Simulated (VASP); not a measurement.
All values below come from LDA (Ceperley-Alder, Perdew-Zunger), VASP's LDA PAW potentials (set 64) (plane waves; VASP 6.6.1).

VASP input:

**INCAR**
```
SYSTEM  =  MnSe
PREC  =  Accurate; ENCUT  =  300; LREAL  =  .FALSE.
LASPH  =  .TRUE.
EDIFF  =  1E-6; NELM  =  100; ALGO  =  Normal
LMAXMIX  =  4
ISMEAR  =  -1; SIGMA  =  0.05
MAGMOM  =  4.0 0.0
ISPIN  =  2
ISIF  =  2
LWAVE  =  .FALSE.; LCHARG  =  .FALSE.; LORBIT  =  11
```

File KPOINTS:
```
Automatic mesh
0
Gamma
8 8 8
0 0 0
```

**POSCAR**
```
MnSe
1
    0.0000000000     2.9100000000     2.9100000000
    2.9100000000     0.0000000000     2.9100000000
    2.9100000000     2.9100000000     0.0000000000
Mn Se
1 1
Direct
  0.0000000000   0.0000000000   0.0000000000
  0.2500000000   0.2500000000   0.2500000000
```

POTCAR, in this order: Mn_pv Se (LDA.64 set). Program: vasp_std.

Task: What will the output report for the number of irreducible k-points (NKPTS), largest plane-wave count, number of space-group operations, FFT grid (NGX, NGY, NGZ)?

Result: 
```yaml
number of irreducible k-points (NKPTS): 29
largest_plane_wave_count: 604
number_of_space_group_operations: 24
FFT grid (NGX, NGY, NGZ): 24 × 24 × 24
```

The structure comes from a measured MnSe entry of the Crystallography Open Database, whose conditions weren't checked. The cell was not relaxed at this level. The run is one of a series of settings (GGA removed, POTCAR Mn_pv Se (LDA.64 set) against the base run), some of them coarse on purpose.
